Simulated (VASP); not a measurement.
A run of VASP 6.6.1 is set up as follows.

File INCAR:

```
SYSTEM = MnGe23
PREC = Accurate
ENCUT = 350
EDIFF = 1E-5
ISMEAR = 0
SIGMA = 0.03
LREAL = Auto
LASPH = .TRUE.
NELM = 120
ALGO = Normal
ISIF = 2
LWAVE = .FALSE.
LCHARG = .FALSE.
ISPIN = 2
MAGMOM = 3 0 0 0 0 0 0 0 0 0 0 0 0 0 0 0 0 0 0 0 0 0 0 0
LORBIT = 11
NUPDOWN = 3
LMAXMIX = 4
LDAU = .TRUE.
LDAUTYPE = 2
LDAUL = 2 -1
LDAUU = 3.5 0
LDAUJ = 0 0
LDAUPRINT = 1
GGA = PS
KPAR = 2
```

The input KPOINTS:

```
Automatic mesh
0
G
  2 2 2
  0 0 0
```

The input POSCAR:

```
MnGe23
1.0
    0.0000000000      8.4863100000      8.4863100000
    5.6575400000      0.0000000000      5.6575400000
    5.6575400000      5.6575400000      0.0000000000
Mn Ge
1 23
Direct
    0.0000000000      0.0000000000      0.0000000000
    0.0000000000      0.0000000000      0.5000000000
    0.0000000000      0.5000000000      0.0000000000
    0.0000000000      0.5000000000      0.5000000000
    0.3333330000      0.0000000000      0.0000000000
    0.3333330000      0.0000000000      0.5000000000
    0.3333330000      0.5000000000      0.0000000000
    0.3333330000      0.5000000000      0.5000000000
    0.6666670000      0.0000000000      0.0000000000
    0.6666670000      0.0000000000      0.5000000000
    0.6666670000      0.5000000000      0.0000000000
    0.6666670000      0.5000000000      0.5000000000
    0.0833333333      0.1250000000      0.1250000000
    0.0833333333      0.1250000000      0.6250000000
    0.0833333333      0.6250000000      0.1250000000
    0.0833333333      0.6250000000      0.6250000000
    0.4166663333      0.1250000000      0.1250000000
    0.4166663333      0.1250000000      0.6250000000
    0.4166663333      0.6250000000      0.1250000000
    0.4166663333      0.6250000000      0.6250000000
    0.7500003333      0.1250000000      0.1250000000
    0.7500003333      0.1250000000      0.6250000000
    0.7500003333      0.6250000000      0.1250000000
    0.7500003333      0.6250000000      0.6250000000
```

Potentials or basis: VASP PAW PBE potentials, release 64 (Mn_pv, Ge_d).

Run with:

```sh
$ cat potpaw_PBE.64/Mn_pv/POTCAR potpaw_PBE.64/Ge_d/POTCAR > POTCAR
$ mpirun -np 4 vasp_std > vasp.out
```

Problem. What does it give for the largest force?

Solution. 0.223 eV/Å.

Eigenvalues of the final occupation matrices:
| site | spin | trace | eigenvalues |
| --- | --- | --- | --- |
| site 1 d | 1 | 4.45 | 0.88 0.88 0.88 0.91 0.91 |
| site 1 d | 2 | 0.52 | 0.02 0.02 0.15 0.17 0.17 |

Caveat: the k mesh is coarse (spacing up to 0.48 Å⁻¹), so the values aren't converged; the PAW data sets were made with another functional, which shifts forces and pressure a little; the total moment is fixed, so each spin has its own Fermi level; the U is typed as a test and isn't derived for this compound. The state reached can hang on the start; a lower one may exist.
